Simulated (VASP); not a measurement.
# EuMo (Pm-3m) in VASP: a series of runs

The runs below take EuMo through relaxation of cell and atoms, with BLYP, PW91.

Everything below comes from runs of VASP 6.6.1. Logs are shortened: lines on timing, memory, paths and dates and some standing lists are left out, and cuts for length are marked.

**1. The crystal as given**

Symmetry: Pm-3m, No. 221, cubic system. The conventional cell has a = 3.531 Å, b = 3.531 Å, c = 3.531 Å, α = 90.00°, β = 90.00°, γ = 90.00°. Eu (site symmetry m-3m) has 8 Mo at 3.06 Å as nearest neighbours. Mo (site symmetry m-3m) is surrounded by 8 Eu at 3.06 Å.

The cell was built by a generator and needn't be a form met in nature.

**2. Relaxation of cell and atoms, BLYP, collinear spin, ferromagnetic start**

INCAR

```
SYSTEM = EuMo
  PREC = Accurate
  ENCUT = 600
  EDIFF = 1E-7
  ISMEAR = -1
  SIGMA = 0.05
  LREAL = .False.
  LASPH = .True.
  NELM = 100
  ALGO = Normal
  ISIF = 3
  LWAVE = .False.
  LCHARG = .False.
  ISPIN = 2
  MAGMOM = 7 1
  LORBIT = 11
  LMAXMIX = 6
  GGA = B5
  ALDAX = 1.0
  AGGAX = 1.0
  AGGAC = 1.0
  ALDAC = 0.0
  IBRION = 2
  NSW = 60
  EDIFFG = -0.02
```

KPOINTS

```
Automatic mesh
0
Gamma
  6 6 6
  0 0 0
```

POSCAR

```
EuMo
1.0
    3.5314500000      0.0000000000      0.0000000000
    0.0000000000      3.5314500000      0.0000000000
    0.0000000000      0.0000000000      3.5314500000
Eu Mo
1 1
Direct
    0.5000000000      0.5000000000      0.5000000000
    0.0000000000      0.0000000000      0.0000000000
```

Potentials or basis: VASP PAW PBE potentials, release 64 (Eu, Mo_sv).

On the command line:

```
$ cat potpaw_PBE.64/Eu/POTCAR potpaw_PBE.64/Mo_sv/POTCAR > POTCAR
$ mpirun -np 1 vasp_std > vasp.out
```

OUTCAR:

```text
SYSTEM = EuMo
   PREC = Accurate
   ENCUT = 600
   EDIFF = 1E-7
   ISMEAR = -1
   LREAL = .False.
   LASPH = .True.
   NELM = 100
   ISIF = 3
   ISPIN = 2
   LORBIT = 11
   GGA = B5
   IBRION = 2
   NSW = 60
   EDIFFG = -0.02

 ion  position               nearest neighbor table
   1  0.500  0.500  0.500-   2 3.06   2 3.06   2 3.06   2 3.06   2 3.06   2 3.06   2 3.06   2 3.06

   2  0.000  0.000  0.000-   1 3.06   1 3.06   1 3.06   1 3.06   1 3.06   1 3.06   1 3.06   1 3.06

  LATTYP: Found a simple cubic cell.
 ALAT       =     3.5314500000

  Lattice vectors:

 A1 = (   3.5314500000,   0.0000000000,   0.0000000000)
 A2 = (   0.0000000000,   3.5314500000,   0.0000000000)
 A3 = (   0.0000000000,   0.0000000000,   3.5314500000)

Analysis of symmetry for initial positions (statically):
=====================================================================
 Subroutine PRICEL returns:
 Original cell was already a primitive cell.

 Routine SETGRP: Setting up the symmetry group for a
 simple cubic supercell.

 Subroutine GETGRP returns: Found 48 space group operations
 (whereof 48 operations were pure point group operations)
 out of a pool of 48 trial point group operations.

The static configuration has the point symmetry O_h .

Analysis of symmetry for dynamics (positions and initial velocities):
=====================================================================
 Subroutine PRICEL returns:
 Original cell was already a primitive cell.

 Routine SETGRP: Setting up the symmetry group for a
 simple cubic supercell.

 Subroutine GETGRP returns: Found 48 space group operations
 (whereof 48 operations were pure point group operations)
 out of a pool of 48 trial point group operations.

The dynamic configuration has the point symmetry O_h .

Analysis of structural, dynamic, and magnetic symmetry:
=====================================================================
 Subroutine PRICEL returns:
 Original cell was already a primitive cell.

 Routine SETGRP: Setting up the symmetry group for a
 simple cubic supercell.

 Subroutine GETGRP returns: Found 48 space group operations
 (whereof 48 operations were pure point group operations)
 out of a pool of 48 trial point group operations.

The overall configuration has the point symmetry O_h .

 Subroutine INISYM returns: Found 48 space group operations
 (whereof 48 operations are pure point group operations),
[... 104 lines left out ...]
   EMIN   =  10.00;   EMAX   =-10.00  energy-range for DOS
   EFERMI =   0.00;   METHOD = LEGACY
   ISMEAR =    -1;   SIGMA  =   0.05  broadening in eV -4-tet -1-fermi 0-gaus
   EFERMI_NEDOS =   21; number of points for ismear=-14 and -15
   IALGO  =     38    algorithm
   IMIX   =      4    mixing-type and parameters
     AMIX     =   0.40;   BMIX     =  1.00
     AMIX_MAG =   1.60;   BMIX_MAG =  1.00
  volume/ion in A,a.u.               =      22.02       148.60
  Fermi-wavevector in a.u.,A,eV,Ry     =   1.456271  2.751954 28.854236  2.120727
  Thomas-Fermi vector in A             =   2.573209
   LORBIT       =     11    0 simple, 1 ext, 2 COOP (PROOUT), +10 PAW based schemes
   GGA     = B5    functional components
   LHFCALC =     F    Hartree Fock is set to
   AEXX    =    0.0000 exact exchange contribution
   IVDW    =     0    specifies the selected vdW correction
   LEPSILON=     F    determine dielectric tensor
   LRPA    =     F    only Hartree local field effects (RPA)
 conjugate gradient relaxation of ions
 spin polarized calculation
  energy-cutoff  :      600.00
  volume of cell :       44.04
 maximum number of plane-waves:      1492
   NGX = 15   NGY = 15   NGZ = 15

--------------------------------------- Ionic step        1  -------------------------------------------

 number of electron      31.0000005 magnetization       5.6160433

 Free energy of the ion-electron system (eV)
  ---------------------------------------------------
  ext. energy  EPLUGINS =         0.00000000
  ---------------------------------------------------
  free energy    TOTEN  =       -18.05411313 eV

  energy without entropy =      -18.01790601  energy(sigma->0) =      -18.03600957

------------------------ aborting loop because EDIFF is reached ----------------------------------------

  FORCE on cell =-STRESS in cart. coord.  units (eV):
  Direction    XX          YY          ZZ          XY          YZ          ZX
  --------------------------------------------------------------------------------------
  -------------------------------------------------------------------------------------
  Total        1.2784640      1.2784640      1.2784640     -0.0000000      0.0000000     -0.0000000
  in kB       46.5093100     46.5093100     46.5093100     -0.0000000      0.0000000     -0.0000000
  external PRESSURE =      46.5093100 kB  Pullay stress =       0.0000000 kB
[... 95 lines left out ...]
--------------------------------------- Ionic step        4  -------------------------------------------

 number of electron      30.9999995 magnetization       4.3746909

 Free energy of the ion-electron system (eV)
  ---------------------------------------------------
  ext. energy  EPLUGINS =         0.00000000
  ---------------------------------------------------
  free energy    TOTEN  =       -18.10882334 eV

  energy without entropy =      -18.07399044  energy(sigma->0) =      -18.09140689

 E-fermi :   5.7728     XC(G=0): -10.4817

 val. band max:        5.7692466279   @ k =   0.5000   0.3333   0.1667
 cond. band min:       5.7745000510   @ k =   0.3333   0.0000   0.0000
 fundamental gap:      0.0052534232
 Fermi energy:         5.7727980080

 spin component 1

 k-point     1 :       0.0000    0.0000    0.0000
  band No.  band energies     occupation
      1     -53.5935      1.00000
      2     -35.0238      1.00000
      3     -27.7542      1.00000
      4     -27.7542      1.00000
      5     -27.7542      1.00000
      6     -13.6478      1.00000
[... 509 lines left out ...]
     22       8.0550      0.00000
     23       8.0550      0.00000
 Fermi energy:         5.7727980080

 spin component 2

 k-point     1 :       0.0000    0.0000    0.0000
  band No.  band energies     occupation
      1     -54.7487      1.00000
      2     -32.2790      1.00000
      3     -29.0095      1.00000
      4     -29.0095      1.00000
      5     -29.0095      1.00000
      6     -11.6534      1.00000
[... 538 lines left out ...]
  FREE ENERGIE OF THE ION-ELECTRON SYSTEM (eV)
  ---------------------------------------------------
  free  energy   TOTEN  =       -18.1088233378 eV

  energy  without entropy=      -18.0739904420  energy(sigma->0) =      -18.09140689

 reached required accuracy - stopping structural energy minimisation

 total charge

# of ion       s       p       d       f       tot
--------------------------------------------------
    1        2.088   5.686   0.560   6.447  14.781
    2        2.336   6.021   3.973   0.000  12.330
--------------------------------------------------
tot          4.424  11.707   4.533   6.447  27.111

 magnetization (x)

# of ion       s       p       d       f       tot
--------------------------------------------------
    1        0.006  -0.122   0.059   6.368   6.312
    2       -0.028  -0.007  -1.850   0.000  -1.884
--------------------------------------------------
tot         -0.021  -0.129  -1.790   6.368   4.428
```

It took 5 min on 1 thread of AMD EPYC 9R45 (Zen 5), shared host; peak memory 0.2 GiB.

What came out:

```yaml
Free_energy: -18.1088 eV
Relaxed_volume: 24.74 Å³/atom
Relaxed_cell: a = 3.671 Å, b = 3.671 Å, c = 3.671 Å, α = 90.00°, β = 90.00°, γ = 90.00°
Space_group_after_relaxing_to_0.05_Å: Pm-3m (No. 221)
Energy_gained_by_relaxing: 27.4 meV/atom
Ionic_steps: 4
Pressure_after_relaxing: 0.0 GPa
Band_gap_on_the_k_mesh: none (metal or under the smearing width)
Net_moment: 4.37 μB per cell
Site_moments: Eu +6.31; Mo -1.88 μB
Valence_electrons_inside_the_program's_atomic_spheres: Eu 14.78; Mo 12.33
```

The path:
```csv
step,energy change (eV),largest force (eV/Å),pressure (GPa),volume (Å³)
1,0.0000,0.0000,4.65,44.04
2,-0.0519,0.0000,0.70,48.24
3,-0.0544,0.0000,0.21,49.10
4,-0.0547,0.0000,0.02,49.49
```

Final structure:
```
Eu Mo
1.0
     3.67142    0.00000    0.00000
     0.00000    3.67142    0.00000
     0.00000    0.00000    3.67142
Eu Mo
1 1
Direct
  0.50000 0.50000 0.50000
  0.00000 0.00000 0.00000
```

Levels at points of the mesh, in eV from the Fermi level:
Spin up:
```csv
k point,band 15,band 16,band 17,band 18,band 19,band 20,band 21,band 22
"(0.00, 0.00, 0.00)",-0.47,-0.47,-0.47,-0.46,1.05,1.05,1.05,3.72
"(0.50, 0.00, 0.00)",-0.59,-0.37,-0.37,0.28,1.13,1.26,1.26,1.91
"(0.50, 0.50, 0.00)",-0.46,-0.39,-0.35,-0.28,-0.28,2.22,2.48,2.82
"(0.50, 0.50, 0.50)",-0.37,0.05,0.05,0.05,0.17,0.17,0.17,2.28
```
Spin down:
```tsv
k point	band 11	band 12	band 13	band 14	band 15	band 16
(0.00, 0.00, 0.00)	-2.37	-0.19	-0.19	-0.19	3.90	3.90
(0.50, 0.00, 0.00)	-1.20	-0.39	-0.39	0.07	1.78	1.82
(0.50, 0.50, 0.00)	-1.22	-1.22	1.21	1.74	2.51	2.51
(0.50, 0.50, 0.50)	-0.88	0.16	0.16	0.16	1.27	1.27
```

Caveat: the PAW data sets were made with another functional, which shifts forces and pressure a little; spin-orbit coupling is left out, which moves the levels of the heavy elements; without U or exact exchange the open f shell lies at the Fermi level, which spoils levels, moments and volumes. The state reached can hang on the start; a lower one may exist.

**3. Relaxation of cell and atoms, PW91, collinear spin, ferromagnetic start**

Edit INCAR of step 2 so:

```diff
@@ -17,7 +17,3 @@
   LMAXMIX = 6
-  GGA = B5
-  ALDAX = 1.0
-  AGGAX = 1.0
-  AGGAC = 1.0
-  ALDAC = 0.0
+  GGA = 91
   IBRION = 2
```

KPOINTS is that of step 2.

POSCAR is that of step 2.

Potentials or basis: VASP PAW PBE potentials, release 64 (Eu, Mo_sv).

On the command line:

```
$ cat potpaw_PBE.64/Eu/POTCAR potpaw_PBE.64/Mo_sv/POTCAR > POTCAR
$ mpirun -np 1 vasp_std > vasp.out
```

OUTCAR:

```text
SYSTEM = EuMo
   PREC = Accurate
   ENCUT = 600
   EDIFF = 1E-7
   ISMEAR = -1
   LREAL = .False.
   LASPH = .True.
   NELM = 100
   ISIF = 3
   ISPIN = 2
   LORBIT = 11
   GGA = 91
   IBRION = 2
   NSW = 60
   EDIFFG = -0.02

 ion  position               nearest neighbor table
   1  0.500  0.500  0.500-   2 3.06   2 3.06   2 3.06   2 3.06   2 3.06   2 3.06   2 3.06   2 3.06

   2  0.000  0.000  0.000-   1 3.06   1 3.06   1 3.06   1 3.06   1 3.06   1 3.06   1 3.06   1 3.06

  LATTYP: Found a simple cubic cell.
 ALAT       =     3.5314500000

  Lattice vectors:

 A1 = (   3.5314500000,   0.0000000000,   0.0000000000)
 A2 = (   0.0000000000,   3.5314500000,   0.0000000000)
 A3 = (   0.0000000000,   0.0000000000,   3.5314500000)

Analysis of symmetry for initial positions (statically):
[... 268 lines left out ...]
 val. band max:        6.2502010561   @ k =   0.3333   0.3333   0.1667
 cond. band min:       6.2548678395   @ k =   0.5000   0.1667   0.1667
 fundamental gap:      0.0046667834
 Fermi energy:         6.2547285251

 spin component 1

 k-point     1 :       0.0000    0.0000    0.0000
  band No.  band energies     occupation
      1     -53.5602      1.00000
      2     -34.3497      1.00000
      3     -27.7450      1.00000
      4     -27.7450      1.00000
      5     -27.7450      1.00000
      6     -12.8769      1.00000
[... 509 lines left out ...]
     22       8.5092      0.00000
     23       8.5092      0.00000
 Fermi energy:         6.2547285251

 spin component 2

 k-point     1 :       0.0000    0.0000    0.0000
  band No.  band energies     occupation
      1     -54.0315      1.00000
      2     -31.6034      1.00000
      3     -28.2614      1.00000
      4     -28.2614      1.00000
      5     -28.2614      1.00000
      6     -10.8676      1.00000
[... 538 lines left out ...]
  FREE ENERGIE OF THE ION-ELECTRON SYSTEM (eV)
  ---------------------------------------------------
  free  energy   TOTEN  =       -20.0993300006 eV

  energy  without entropy=      -20.0632610071  energy(sigma->0) =      -20.08129550

 reached required accuracy - stopping structural energy minimisation

 total charge

# of ion       s       p       d       f       tot
--------------------------------------------------
    1        2.097   5.678   0.715   6.378  14.869
    2        2.335   6.039   4.015   0.000  12.388
--------------------------------------------------
tot          4.432  11.717   4.730   6.378  27.257

 magnetization (x)

# of ion       s       p       d       f       tot
--------------------------------------------------
    1        0.003  -0.094   0.100   6.287   6.296
    2       -0.000   0.003  -0.769   0.000  -0.766
--------------------------------------------------
tot          0.003  -0.091  -0.669   6.287   5.530
```

Wall time 4.9 min (1 thread of AMD EPYC 9R45 (Zen 5), shared host); peak memory 0.19 GiB.

What came out:

```
Free energy                                           : -20.0993 eV
Relaxed volume                                        : 21.79 Å³/atom
Relaxed cell                                          : a = 3.519 Å, b = 3.519 Å, c = 3.519 Å, α = 90.00°, β = 90.00°, γ = 90.00°
Space group after relaxing (to 0.05 Å)                : Pm-3m (No. 221)
Energy gained by relaxing                             : 0.5 meV/atom
Ionic steps                                           : 3
Pressure after relaxing                               : 0.0 GPa
Band gap on the k mesh                                : none (metal or under the smearing width)
Net moment                                            : 5.74 μB per cell
Site moments                                          : Eu +6.30; Mo -0.77 μB
Valence electrons inside the program's atomic spheres : Eu 14.87; Mo 12.39
```

Step by step:
```csv
step,energy change (eV),largest force (eV/Å),pressure (GPa),volume (Å³)
1,0.0000,0.0000,-0.70,44.04
2,-0.0009,0.0000,0.22,43.43
3,-0.0010,0.0000,0.00,43.58
```

Final structure:
```xyz
2
Lattice="3.5190 0.0000 0.0000 0.0000 3.5190 0.0000 0.0000 0.0000 3.5190" Properties=species:S:1:pos:R:3 pbc="T T T"
Eu    1.7595    1.7595    1.7595
Mo    0.0000    0.0000    0.0000
```

Levels at points of the mesh, in eV from the Fermi level:
Spin up:
```csv
k point,band 15,band 16,band 17,band 18,band 19,band 20,band 21,band 22
"(0.00, 0.00, 0.00)",-0.54,-0.54,-0.54,-0.53,0.59,0.59,0.59,3.98
"(0.50, 0.00, 0.00)",-0.70,-0.44,-0.44,0.16,0.88,0.96,0.96,1.62
"(0.50, 0.50, 0.00)",-0.59,-0.55,-0.55,-0.43,-0.43,2.18,2.56,3.20
"(0.50, 0.50, 0.50)",-0.45,-0.22,-0.22,-0.22,-0.22,-0.22,-0.22,2.25
```
Spin down:
```
           k point  band 9  band 10  band 11  band 12  band 13  band 14  band 15  band 16
(0.00, 0.00, 0.00)   -4.63    -2.79    -2.79     0.19     0.19     0.19     3.72     3.72
(0.50, 0.00, 0.00)   -1.70    -1.35    -1.15    -0.01    -0.01     0.48     1.59     2.36
(0.50, 0.50, 0.00)   -3.06    -2.48    -1.15    -1.15     1.68     2.32     2.87     2.87
(0.50, 0.50, 0.50)   -0.46    -0.46    -0.46     0.11     0.11     0.11     1.76     1.76
```

Caveat: the PAW data sets were made with another functional, which shifts forces and pressure a little; spin-orbit coupling is left out, which moves the levels of the heavy elements; without U or exact exchange the open f shell lies at the Fermi level, which spoils levels, moments and volumes. The state reached can hang on the start; a lower one may exist.

**4. For comparison**

An earlier run on the cell as given: functional PBE; potentials or basis VASP PAW PBE potentials, release 64 (Eu, Mo_sv); cutoff 520 eV; k mesh 8 × 8 × 8; occupations fermi-dirac, width 0.05 eV; collinear spin, ferromagnetic start; starting moments [7.0, 1.0] μB.

* Pressure: 0.1 GPa
* Band gap on the k mesh: none (metal or under the smearing width)
* Net moment: 5.40 μB per cell
* Site moments: Eu +6.29; Mo -1.06 μB
* Valence electrons inside the program's atomic spheres: Eu 14.85; Mo 12.37

**5. The runs side by side**

```csv
task,level,cell,k mesh,cutoff (eV),gap on the mesh (eV),pressure (GPa),moment (μB),relaxed volume (Å³/atom)
relaxation of cell and atoms,BLYP,relaxed,6 × 6 × 6,600,none,0.0,4.37,24.74
relaxation of cell and atoms,PW91,relaxed,6 × 6 × 6,600,none,0.0,5.74,21.79
single point,PBE,as given,8 × 8 × 8,520,none,0.1,5.40,-
```

Alike in all rows: potentials or basis VASP PAW PBE potentials, release 64 (Eu, Mo_sv); spin collinear, ferromagnetic start; smearing fermi-dirac 0.05 eV.

Caveats: spin-orbit coupling is left out, which moves the levels of the heavy elements; without U or exact exchange the open f shell lies at the Fermi level, which spoils levels, moments and volumes; the PAW data sets were made with another functional, which shifts forces and pressure a little (some runs).

Total energies depend on the potentials used, so only differences within one code and one set of settings carry meaning.
